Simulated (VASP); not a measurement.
Given:

```xyz
2
Lattice="0.0000 3.0500 3.0500 3.0500 0.0000 3.0500 3.0500 3.0500 0.0000" Properties=species:S:1:pos:R:3 pbc="T T T"
Ga     0.0000     0.0000     0.0000
Sb     1.5250     1.5250     1.5250
```

Calculation: PBE GGA, VASP's PBE PAW potentials (set 64) (plane waves; VASP 6.6.1). Numerical set-up: 400 eV cut-off, 6×6×6 Γ-centred mesh, Gaussian smearing of 0.050 eV, potentials Ga_d Sb.

Unless said otherwise, spin-orbit coupling is left out, though it shifts the bands of the heavy elements here.

Question: Estimate the energy per atom (σ→0), pressure, band gap (on the k-mesh) with the smallest direct gap where there is one.

Answer: 
```yaml
band gap (on the k-mesh): 0.10 eV
smallest direct gap (on the k-mesh): 0.10 eV
energy per atom (σ→0): -3.656 eV/atom
pressure: 2.74 GPa
```

The compound is GaSb in the zinc blende structure. The cell was not relaxed at this level.
